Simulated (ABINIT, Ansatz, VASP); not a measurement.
**One structure in several programs: BPO4 (P1, 6 atoms in the cell)**

Self-consistent single point, at a second geometry (atoms moved at random). First geometry:

```
BPO4
1.0
   -2.13000     2.13000     3.26259
    2.13000    -2.13000     3.26259
    2.13000     2.13000    -3.26259
B P O
1 1 4
Cartesian
  2.13000   0.00000   1.63130
  0.00000   0.00000   0.00000
  1.09968   0.59069   0.82661
  0.59069   3.16033  -0.82661
  1.03032   1.53931   4.08920
  1.53931  -1.03032   2.43598
```

Second geometry:
```xyz
6
Lattice="-2.1300 2.1300 3.2626 2.1300 -2.1300 3.2626 2.1300 2.1300 -3.2626" Properties=species:S:1:pos:R:3 pbc="T T T"
B      2.0785     0.0163     1.6656
P     -0.0699    -0.0865    -0.0048
O      1.1607     0.6441     0.8052
O      0.6246     3.1948    -0.8372
O      1.0398     1.5353     4.0730
O      1.5563    -1.0440     2.4547
```

Shared settings, as Ansatz (a quantum-chemistry and plane-wave program) writes them: kpoints.mp_grid.grid = 6 6 6; scf.occupations.method = fixed. Potentials and cutoffs stand in the table.

| code | model | ΔF from the first geometry (meV/atom) | pressure (GPa) | largest force (eV/Å) | gap on the mesh (eV) | cutoff |
|---|---|---|---|---|---|---|
| ABINIT | PBEsol, norm-conserving pseudopotentials (PseudoDojo nc-sr-04 PBEsol standard) | 117.6 | 18.83 | 8.875 | 7.376 | 42 Ha |
| Ansatz | PBEsol, PAW files made with PBE | 118.9 | 19.88 | 9.035 | 7.327 | default |
| VASP | PBEsol, VASP's PBE PAW potentials (set 64) | 117.0 | 13.25 | 8.788 | 7.320 | 400 eV |

Size of the force on each atom (eV/Å): Sizes of forces hide their directions.

```tsv
code	B1	P2	O3	O4	O5	O6
ABINIT	1.109	8.875	2.676	3.636	6.816	1.727
Ansatz	1.095	9.035	2.555	3.900	7.181	1.917
VASP	1.156	8.788	2.639	3.719	6.798	1.788
```

Gaps are read on the mesh.

The spread over the programs that give each value: ΔF from the first geometry within 1.9 meV/atom; pressure within 6.63 GPa; largest force within 0.247 eV/Å; gap on the mesh within 0.056 eV.

Ansatz's pressure is given at a fixed set of plane waves, as the other plane-wave codes print theirs; with its correction for the finite basis it is 20.39 GPa (the shift of 0.50 GPa shows how far the cutoff is from converged).

VASP's run is marked for a possible Pulay error in its stress at this cutoff; no cutoff test was made.

VASP ran the fixed occupations as a Gaussian smearing of 0.01 eV.

The starting cell comes from a database of computed structures (which also holds hypothetical and non-ambient phases and stackings), without a prior relaxation at this level. Its lattice was rescaled by a random factor within 2.5 % of one. For this run, on top of that: atoms moved at random.

Left out of this page: Quantum ESPRESSO, GPAW, CP2K and SIESTA (not drawn, or without a comparable value).

Keys are those of Ansatz 0.2.
